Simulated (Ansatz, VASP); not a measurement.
# Cross-check of Ni between VASP and Ansatz

Aim: how closely do two programs agree when they are given the same cell, functional and k mesh?

Main program and level: Ansatz 0.2.0; plane waves, with VASP 6.6.1 beside it; relaxation of cell and atoms at PBEsol.

**1. The starting structure**

It takes space group Fm-3m (No. 225, cubic). Conventional cell: a = 3.461 Å, b = 3.461 Å, c = 3.461 Å, α = 90.00°, β = 90.00°, γ = 90.00°. Nearest to Ni lie 12 Ni at 2.45 Å.

**2. VASP: relaxation of cell and atoms, PBEsol**

The relaxed volume is the usual yardstick between codes: its relative difference is about their pressure difference at one cell divided by the bulk modulus.

Lines of VASP's logs that name or quote its potential files are left out, and so is its time.

INCAR reads:

```
SYSTEM = Ni
PREC = Accurate
ENCUT = 450
EDIFF = 1E-07
NELM = 120
ISMEAR = 1
SIGMA = 0.15
LREAL = .FALSE.
ALGO = Normal
GGA = PS
NBANDS = 12
ISPIN = 2
MAGMOM = 1.5
LASPH = .TRUE.
LMAXMIX = 4
LORBIT = 11
LWAVE = .FALSE.
LCHARG = .FALSE.
KPAR = 8
IBRION = 2
NSW = 40
ISIF = 3
EDIFFG = -0.005
POTIM = 0.4
```

POSCAR reads:

```
Ni
1.0
    0.0000000000      1.7304310307      1.7304310307
    1.7304310307      0.0000000000      1.7304310307
    1.7304310307      1.7304310307      0.0000000000
Ni
1
Direct
    0.0000000000      0.0000000000      0.0000000000
```

KPOINTS reads:

```
Automatic mesh
0
Gamma
21 21 21
0 0 0
```

Potentials, in the order of the species: Ni (PBE family, release 64).

Started as:

```
$ mpirun -np 8 vasp_std
```

Numbers of over 12 decimals in the logs are rounded to 6 here.

The program printed:

```text
[banner, memory and clock lines left out]
running    8 mpi-ranks, on    1 nodes
 distrk:  each k-point on    1 cores,    8 groups
 distr:  one band on    1 cores,    1 groups

 POSCAR found type information on POSCAR Ni
 POSCAR found :  1 types and       1 ions
|                                                                             |
|           W    W    AA    RRRRR   N    N  II  N    N   GGGG   !!!           |
|           W    W   A  A   R    R  NN   N  II  NN   N  G    G  !!!           |
|           W    W  A    A  R    R  N N  N  II  N N  N  G       !!!           |
|           W WW W  AAAAAA  RRRRR   N  N N  II  N  N N  G  GGG   !            |
|           WW  WW  A    A  R   R   N   NN  II  N   NN  G    G                |
|           W    W  A    A  R    R  N    N  II  N    N   GGGG   !!!           |
|                                                                             |
|     For optimal performance we recommend to set                             |
|       NCORE = 2 up to number-of-cores-per-socket                            |
|     NCORE specifies how many cores store one orbital (NPAR=cpu/NCORE).      |
|     This setting can greatly improve the performance of VASP for DFT.       |
|     The default, NCORE=1 might be grossly inefficient on modern             |
|     multi-core architectures or massively parallel machines. Do your        |
|     Unfortunately you need to use the default for GW and RPA                |
|     calculations (for HF NCORE is supported but not extensively tested      |
|     yet).                                                                   |
|                                                                             |

|                                                                             |
|               ----> ADVICE to this user running VASP <----                  |
|                                                                             |
|     You enforced a specific xc type in the INCAR file but a different       |
|     [... a line on the potential file left out ...]
|     I HOPE YOU KNOW WHAT YOU ARE DOING!                                     |
|                                                                             |

 LDA part: xc-table for (Slater+PW92), standard interpolation
 POSCAR, INCAR and KPOINTS ok, starting setup
 FFT: planning ... GRIDC
 FFT: planning ... GRID_SOFT
 FFT: planning ... GRID
 WAVECAR not read
 entering main loop
       N       E                     dE             d eps       ncg     rms          rms(c)
DAV:   1     0.272457024842E+02    0.27246E+02   -0.41058E+03 14400   0.966E+02
DAV:   2    -0.634257476863E+01   -0.33588E+02   -0.31421E+02 14636   0.161E+02
DAV:   3    -0.727678025840E+01   -0.93421E+00   -0.92877E+00 15848   0.303E+01
DAV:   4    -0.728363196878E+01   -0.68517E-02   -0.68505E-02 15844   0.229E+00
DAV:   5    -0.728375867843E+01   -0.12671E-03   -0.12671E-03 16280   0.297E-01    0.115E+01
DAV:   6    -0.649453337162E+01    0.78923E+00   -0.15405E+01 17552   0.540E+01    0.599E+00
DAV:   7    -0.615593172490E+01    0.33860E+00   -0.25872E+00 17400   0.201E+01    0.193E+00
DAV:   8    -0.613932991039E+01    0.16602E-01   -0.19754E-02 18356   0.113E+00    0.998E-01
DAV:   9    -0.613628241889E+01    0.30475E-02   -0.15623E-03 21000   0.272E-01    0.316E-01
DAV:  10    -0.613534984085E+01    0.93258E-03   -0.98691E-04 20420   0.197E-01    0.394E-02
DAV:  11    -0.613534764317E+01    0.21977E-05   -0.16103E-05 17572   0.338E-02    0.247E-02
DAV:  12    -0.613534907859E+01   -0.14354E-05   -0.31724E-06 20308   0.127E-02    0.873E-03
DAV:  13    -0.613534905290E+01    0.25693E-07   -0.35392E-07 13204   0.835E-03
   1 F= -.61353491E+01 E0= -.61351802E+01  d E =-.613535E+01  mag=     0.5886
 curvature:   0.00 expect dE= 0.000E+00 dE for cont linesearch  0.000E+00
 trial: gam= 0.00000 g(F)=  0.000E+00 g(S)=  0.116E-05 ort = 0.000E+00 (trialstep = 0.100E+01)
 search vector abs. value=  0.116E-05
 reached required accuracy - stopping structural energy minimisation
```

OUTCAR, selected parts (step 2):

```text
ion  position               nearest neighbor table
   1  0.000  0.000  0.000-

  LATTYP: Found a face centered cubic cell.
 ALAT       =     3.4608620614

 Subroutine GETGRP returns: Found 48 space group operations
 (whereof 48 operations were pure point group operations)

The static configuration has the point symmetry O_h .

 Found    286 irreducible k-points:

   k-points           NKPTS =    286   k-points in BZ     NKDIM =    286   number of bands    NBANDS=     12

   dimension x,y,z NGX =    18 NGY =   18 NGZ =   18
   dimension x,y,z NGXF=    36 NGYF=   36 NGZF=   36

   ENCUT  =  450.0 eV  33.07 Ry    5.75 a.u.   4.23  4.23  4.23*2*pi/ulx,y,z

   NELECT =      10.0000    total number of electrons

 k-points in reciprocal lattice and weights: Automatic mesh
   0.00000000  0.00000000  0.00000000       0.000
   0.04761905  0.00000000  0.00000000       0.001
   0.09523810  0.00000000  0.00000000       0.001
   0.14285714  0.00000000  0.00000000       0.001
   0.19047619  0.00000000  0.00000000       0.001
   0.23809524  0.00000000  0.00000000       0.001
   0.28571429  0.00000000  0.00000000       0.001
   0.33333333  0.00000000  0.00000000       0.001
   0.38095238  0.00000000  0.00000000       0.001
[...]
-0.28571429  0.47619048  0.19047619       0.003
  -0.28571429  0.47619048  0.23809524       0.003

 average (electrostatic) potential at core
       1 -81.2628

 E-fermi :   9.8952

 spin component 1
 k-point     1 :       0.0000    0.0000    0.0000
  band No.  band energies     occupation
    ...
      2       7.3595      1.00000
      3       7.3595      1.00000
      4       7.3595      1.00000
      5       8.6181      1.00000
      6       8.6181      1.00000
      7      34.0023      0.00000
      8      38.2278      0.00000
      9      38.2278      0.00000
     10      38.2278      0.00000
     11      41.3172      0.00000
    ...

 k-point     2 :       0.0476    0.0000    0.0000
  band No.  band energies     occupation
    ...
      2       7.3340      1.00000
      3       7.3811      1.00000
      4       7.3811      1.00000
      5       8.6085      1.00000
      6       8.6085      1.00000
      7      33.7650      0.00000
      8      36.9147      0.00000
      9      38.0118      0.00000
     10      38.0118      0.00000
     11      41.6337      0.00000
    ...

 k-point     3 :       0.0952    0.0000    0.0000
  band No.  band energies     occupation
    ...
      2       7.2632      1.00000
      3       7.4403      1.00000
      4       7.4403      1.00000
      5       8.5854      1.00000
      6       8.5854      1.00000
      7      32.5733      0.00000
      8      35.5302      0.00000
      9      37.5445      0.00000
     10      37.5445      0.00000
     11      42.3540      0.00000
    ...

 k-point     4 :       0.1429    0.0000    0.0000
  band No.  band energies     occupation
    ...
      2       7.1632      1.00000
      3       7.5185      1.00000
      4       7.5185      1.00000
      5       8.5669      1.00000
      6       8.5669      1.00000
      7      30.3480      0.00000
      8      35.0151      0.00000
      9      37.0392      0.00000
     10      37.0392      0.00000
     11      42.3672      0.00000
    ...

 k-point     5 :       0.1905    0.0000    0.0000
  band No.  band energies     occupation
    ...
      2       7.0617      1.00000
      3       7.5837      1.00000
      4       7.5837      1.00000
      5       8.5829      1.00000
      6       8.5829      1.00000
      7      27.8631      0.00000
      8      34.6734      0.00000
      9      36.5814      0.00000
     10      36.5814      0.00000
     11      42.4288      0.00000
    ...

 k-point     6 :       0.2381    0.0000    0.0000
  band No.  band energies     occupation
    ...
      2       7.0027      1.00000
      3       7.6040      1.00000
      4       7.6040      1.00000
      5       8.6615      1.00000
      6       8.6615      1.00000
      7      25.3929      0.00000
      8      34.2671      0.00000
      9      36.1976      0.00000
     10      36.1976      0.00000
     11      42.0426      0.00000
    ...

  Total       -0.0031659     -0.0031659     -0.0031659      0.0000000      0.0000000      0.0000000
  in kB       -0.4894619     -0.4894619     -0.4894619      0.0000000      0.0000000      0.0000000
  external PRESSURE =      -0.4894619 kB  Pullay stress =       0.0000000 kB

  energy-cutoff  :      450.00
  volume of cell :       10.36
      direct lattice vectors                 reciprocal lattice vectors
     0.000000000  1.730431031  1.730431031    -0.288945350  0.288945350  0.288945350
     1.730431031  0.000000000  1.730431031     0.288945350 -0.288945350  0.288945350
     1.730431031  1.730431031  0.000000000     0.288945350  0.288945350 -0.288945350

 POSITION                                       TOTAL-FORCE (eV/Angst)
 -----------------------------------------------------------------------------------
      0.00000      0.00000      0.00000         0.000000      0.000000      0.000000
 -----------------------------------------------------------------------------------
    total drift:                                0.000000     -0.000000     -0.000000

  FREE ENERGIE OF THE ION-ELECTRON SYSTEM (eV)
  ---------------------------------------------------
  free  energy   TOTEN  =        -6.1353490529 eV

  energy  without entropy=       -6.1348425978  energy(sigma->0) =       -6.13518023

 reached required accuracy - stopping structural energy minimisation

 total charge
# of ion       s       p       d       tot
------------------------------------------
    1        0.521   0.547   8.336   9.405

 magnetization (x)
# of ion       s       p       d       tot
------------------------------------------
    1       -0.007  -0.024   0.625   0.594

[... 6 further parts left out ...]
```

CONTCAR:

```
Ni
   1.00000000000000
     0.0000000000000000    1.7304310306999999    1.7304310306999999
     1.7304310306999999    0.0000000000000000    1.7304310306999999
     1.7304310306999999    1.7304310306999999    0.0000000000000000
  Ni
     1
Direct
     0.0000000000000000    0.0000000000000000    0.0000000000000000
```

[end of part 1 of 2]

[Lines on the potential files, build, host, timing and source positions are cut from VASP's logs without a mark.]

[Logs are printed without paths, hosts, clocks, repeated set-up lines and the standing remarks that a program may print on its own settings, such as how far it seeks lower states.]

[Hosts, paths, dates, database ids (printed as entryN), source tags and the programs' standing remarks are cut or masked in the printed files.]
